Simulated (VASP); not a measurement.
# OGaCl2H in VASP: reference runs

Reference runs on OGaCl2H: the cell as given.

All numbers are computed with VASP 6.6.1; they aren't measurements. Logs are shortened: lines on timing, memory, paths and dates and some standing lists are left out, and cuts for length are marked.

## Step 1: Starting point

The cell holds a molecule in a box, 5 atoms: a = 12.000 Å, b = 13.000 Å, c = 12.000 Å, α = 90.00°, β = 90.00°, γ = 90.00°.

## Step 2: Single point, PBE

INCAR

```
PREC = Accurate
ENCUT = 520
EDIFF = 1E-7
ISMEAR = 0
SIGMA = 0.01
LREAL = F
LASPH = T
NELM = 60
ALGO = Normal
ISIF = 2
LWAVE = F
LCHARG = T
GGA = PE
LELF = T
LVHAR = T
LVACPOTAV = T
NBANDS = 25
```

KPOINTS

```
Automatic mesh
0
Gamma
  1 1 1
```

POSCAR

```
GaHCl2O
1.0
   12.0000000000      0.0000000000      0.0000000000
    0.0000000000     13.0000000000      0.0000000000
    0.0000000000      0.0000000000     12.0000000000
O Ga Cl H
1 1 2 1
Direct
    0.5184541700      0.5980269200      0.5274125000
    0.5071208300      0.4634807700      0.5116541700
    0.6222458300      0.3680653800      0.5950625000
    0.3799208300      0.3987269200      0.4106041700
    0.4626458300      0.6351653800      0.4864208300
```

Potentials or basis: VASP PAW PBE potentials, release 64 (O, Ga_d, Cl, H).

Command:

```
cat potpaw_PBE.64/O/POTCAR potpaw_PBE.64/Ga_d/POTCAR potpaw_PBE.64/Cl/POTCAR potpaw_PBE.64/H/POTCAR > POTCAR
mpirun -np 1 vasp_gam > vasp.out
```

OUTCAR:

```text
PREC = Accurate
   ENCUT = 520
   EDIFF = 1E-7
   ISMEAR = 0
   LREAL = F
   LASPH = T
   NELM = 60
   ISIF = 2
   GGA = PE

 ion  position               nearest neighbor table
   1  0.518  0.598  0.527-   5 0.96   2 1.76
   2  0.507  0.463  0.512-   1 1.76   3 2.11   4 2.12
   3  0.622  0.368  0.595-   2 2.11
   4  0.380  0.399  0.411-   2 2.12
   5  0.463  0.635  0.486-   1 0.96

  LATTYP: Found a simple tetragonal cell.
 ALAT       =    12.0000000000
 C/A-ratio  =     1.0833333333

  Lattice vectors:

 A1 = ( -12.0000000000,   0.0000000000,   0.0000000000)
 A2 = (   0.0000000000,   0.0000000000,  12.0000000000)
 A3 = (   0.0000000000,  13.0000000000,   0.0000000000)

Analysis of symmetry for initial positions (statically):
=====================================================================
 Subroutine PRICEL returns:
 Original cell was already a primitive cell.

 Routine SETGRP: Setting up the symmetry group for a
 simple tetragonal supercell.

 Subroutine GETGRP returns: Found  1 space group operations
 (whereof  1 operations were pure point group operations)
 out of a pool of 16 trial point group operations.

The static configuration has the point symmetry C_1 .

Analysis of symmetry for dynamics (positions and initial velocities):
=====================================================================
 Subroutine PRICEL returns:
 Original cell was already a primitive cell.

 Routine SETGRP: Setting up the symmetry group for a
 simple tetragonal supercell.

 Subroutine GETGRP returns: Found  1 space group operations
 (whereof  1 operations were pure point group operations)
 out of a pool of 16 trial point group operations.

The dynamic configuration has the point symmetry C_1 .

 Subroutine INISYM returns: Found  1 space group operations
 (whereof  1 operations are pure point group operations),
 and found     1 'primitive' translations

----------------------------------------------------------------------------------------

                                     Primitive cell

  volume of cell :    1872.0000

  direct lattice vectors                    reciprocal lattice vectors
    12.000000000  0.000000000  0.000000000     0.083333333  0.000000000  0.000000000
     0.000000000 13.000000000  0.000000000     0.000000000  0.076923077  0.000000000
     0.000000000  0.000000000 12.000000000     0.000000000  0.000000000  0.083333333

  length of vectors
    12.000000000 13.000000000 12.000000000     0.083333333  0.076923077  0.083333333

  position of ions in fractional coordinates (direct lattice)
     0.518454170  0.598026920  0.527412500
     0.507120830  0.463480770  0.511654170
     0.622245830  0.368065380  0.595062500
     0.379920830  0.398726920  0.410604170
     0.462645830  0.635165380  0.486420830

  ion indices of the primitive-cell ions
   primitive index   ion index
                 1           1
                 2           2
                 3           3
                 4           4
                 5           5

----------------------------------------------------------------------------------------

 KPOINTS: Automatic mesh

Automatic generation of k-mesh.
 Grid dimensions read from file:
 generate k-points for:    1    1    1

 Generating k-lattice:

  Cartesian coordinates                     Fractional coordinates (reciprocal lattice)
     0.083333333  0.000000000  0.000000000     1.000000000  0.000000000  0.000000000
     0.000000000  0.076923077  0.000000000     0.000000000  1.000000000  0.000000000
     0.000000000  0.000000000  0.083333333     0.000000000  0.000000000  1.000000000

  Length of vectors
     0.083333333  0.076923077  0.083333333

  Shift w.r.t. Gamma in fractional coordinates (k-lattice)
     0.000000000  0.000000000  0.000000000

 Subroutine IBZKPT returns following result:
 ===========================================

 Found      1 irreducible k-points:

 Following reciprocal coordinates:
            Coordinates               Weight
  0.000000  0.000000  0.000000      1.000000
   k-points           NKPTS =      1   k-points in BZ     NKDIM =      1   number of bands    NBANDS=     25
   number of dos      NEDOS =    301   number of ions     NIONS =      5
   total plane-waves  NPLWV = 793800
   dimension x,y,z NGX =    90 NGY =   98 NGZ =   90
   dimension x,y,z NGXF=   180 NGYF=  196 NGZF=  180
   ions per type =               1   1   2   1
   NGX,Y,Z   is equivalent  to a cutoff of  12.47, 12.53, 12.47 a.u.
   NGXF,Y,Z  is equivalent  to a cutoff of  24.94, 25.06, 24.94 a.u.
 SYSTEM =  unknown system
   PREC   = accura    normal or accurate (medium, high low for compatibility)
   ISTART =      0    job   : 0-new  1-cont  2-samecut
   ICHARG =      2    charge: 1-file 2-atom 10-const
   ISPIN  =      1    spin polarized calculation?
   LNONCOLLINEAR =      F non collinear calculations
   LSORBIT =      F    spin-orbit coupling
   LASPH  =      T    aspherical Exc in radial PAW
   ENCUT  =  520.0 eV  38.22 Ry    6.18 a.u.  22.31 24.17 22.31*2*pi/ulx,y,z
   NELM   =     60;   NELMIN=  2; NELMDL= -5     # of ELM steps
   EDIFF  = 0.1E-06   stopping-criterion for ELM
   LREAL  =      F    real-space projection
   EDIFFG = 0.1E-05   stopping-criterion for IOM
   NSW    =      0    number of steps for IOM
   IBRION =     -1    ionic relax: 0-MD 1-quasi-New 2-CG
   NFREE  =      0    steps in history (QN), initial steepest desc. (CG)
   ISIF   =      2    stress and relaxation
   ISYM   =      2    0-nonsym 1-usesym 2-fastsym
   POTIM  = 0.5000    time-step for ionic-motion
   TEBEG  =    0.0;   TEEND  =   0.0 temperature during run
   PSTRESS=    0.0 pullay stress
   NELECT =      34.0000    total number of electrons
   NUPDOWN=      -1.0000    fix difference up-down
   EMIN   =  10.00;   EMAX   =-10.00  energy-range for DOS
   EFERMI =   0.00;   METHOD = LEGACY
   ISMEAR =     0;   SIGMA  =   0.01  broadening in eV -4-tet -1-fermi 0-gaus
   EFERMI_NEDOS =   21; number of points for ismear=-14 and -15
   IALGO  =     38    algorithm
   IMIX   =      4    mixing-type and parameters
     AMIX     =   0.40;   BMIX     =  1.00
     AMIX_MAG =   1.60;   BMIX_MAG =  1.00
  volume/ion in A,a.u.               =     374.40      2526.58
  Fermi-wavevector in a.u.,A,eV,Ry     =   0.430328  0.813201  2.519552  0.185182
  Thomas-Fermi vector in A             =   1.398793
   LORBIT       =      0    0 simple, 1 ext, 2 COOP (PROOUT), +10 PAW based schemes
   GGA     = PE    functional components
   LHFCALC =     F    Hartree Fock is set to
   AEXX    =    0.0000 exact exchange contribution
   IVDW    =     0    specifies the selected vdW correction
   LEPSILON=     F    determine dielectric tensor
   LRPA    =     F    only Hartree local field effects (RPA)
 non-spin polarized calculation
 Gauss-broadening in eV      SIGMA  =   0.01
  energy-cutoff  :      520.00
  volume of cell :     1872.00
 maximum number of plane-waves:     25235
 NGX is ok and might be reduce to    90
   NGX = 45   NGY = 49   NGZ = 45

 number of electron      33.9999996 magnetization

 Free energy of the ion-electron system (eV)
  ---------------------------------------------------
  ext. energy  EPLUGINS =         0.00000000
  ---------------------------------------------------
  free energy    TOTEN  =       -20.01244221 eV

  energy without entropy =      -20.01244221  energy(sigma->0) =      -20.01244221

 E-fermi :  -7.5350     XC(G=0):  -0.8416

 val. band max:       -7.6274991405   @ k =   0.0000   0.0000   0.0000
 cond. band min:      -2.4424842448   @ k =   0.0000   0.0000   0.0000
 fundamental gap:      5.1850148957
 Fermi energy:        -7.5349517281

 k-point     1 :       0.0000    0.0000    0.0000
  band No.  band energies     occupation
      1     -25.0054      2.00000
      2     -21.1890      2.00000
      3     -21.0339      2.00000
      4     -20.3120      2.00000
      5     -20.2502      2.00000
      6     -20.1108      2.00000
      7     -19.6532      2.00000
      8     -19.3895      2.00000
      9     -12.7091      2.00000
     10     -10.8549      2.00000
     11      -9.3959      2.00000
     12      -8.5768      2.00000
     13      -8.4709      2.00000
     14      -7.8452      2.00000
     15      -7.7782      2.00000
     16      -7.6573      2.00000
     17      -7.6275      2.00000
     18      -2.4425      0.00000
     19      -1.4567      0.00000
     20      -0.2579      0.00000
     21       0.1594      0.00000
     22       0.5777      0.00000
     23       0.8511      0.00000
     24       0.9336      0.00000
     25       0.9440      0.00000

------------------------ aborting loop because EDIFF is reached ----------------------------------------

  FORCE on cell =-STRESS in cart. coord.  units (eV):
  Direction    XX          YY          ZZ          XY          YZ          ZX
  --------------------------------------------------------------------------------------
  -------------------------------------------------------------------------------------
  Total        0.5186180      0.8044632      0.2751240     -0.1127805     -0.0441225      0.4454496
  in kB        0.4438665      0.6885110      0.2354687     -0.0965248     -0.0377629      0.3812443
  external PRESSURE =       0.4559488 kB  Pullay stress =       0.0000000 kB

 VOLUME and BASIS-vectors are now :
 -----------------------------------------------------------------------------
  energy-cutoff  :      520.00
  volume of cell :     1872.00
      direct lattice vectors                 reciprocal lattice vectors
    12.000000000  0.000000000  0.000000000     0.083333333  0.000000000  0.000000000
     0.000000000 13.000000000  0.000000000     0.000000000  0.076923077  0.000000000
     0.000000000  0.000000000 12.000000000     0.000000000  0.000000000  0.083333333

 POSITION                                       TOTAL-FORCE (eV/Angst)
 -----------------------------------------------------------------------------------
      6.22145      7.77435      6.32895         0.514307      0.051278      0.397179
      6.08545      6.02525      6.13985        -0.031651     -0.229949     -0.035449
      7.46695      4.78485      7.14075         0.077767     -0.048336      0.058003
      4.55905      5.18345      4.92725        -0.110011     -0.070106     -0.088167
      5.55175      8.25715      5.83705        -0.450412      0.297112     -0.331565
 -----------------------------------------------------------------------------------
    total drift:                                0.000959     -0.000229     -0.000750

  FREE ENERGIE OF THE ION-ELECTRON SYSTEM (eV)
  ---------------------------------------------------
  free  energy   TOTEN  =       -20.0124422121 eV

  energy  without entropy=      -20.0124422121  energy(sigma->0) =      -20.01244221
```

It took 2.3 min on 1 thread of Intel Xeon 6975P-C (Granite Rapids), shared host; peak memory 1.4 GiB.

What came out:

```yaml
Free_energy: -20.0124 eV
Largest_force: 0.652 eV/Å
Gap_between_the_frontier_levels: 5.19 eV
```

Forces on the atoms (eV/Å):
```
O    0.514  0.051  0.397
Ga  -0.032 -0.230 -0.035
Cl   0.078 -0.048  0.058
Cl  -0.110 -0.070 -0.088
H   -0.450  0.297 -0.332
```

As with any semilocal functional, this PBE gap is likely too small.
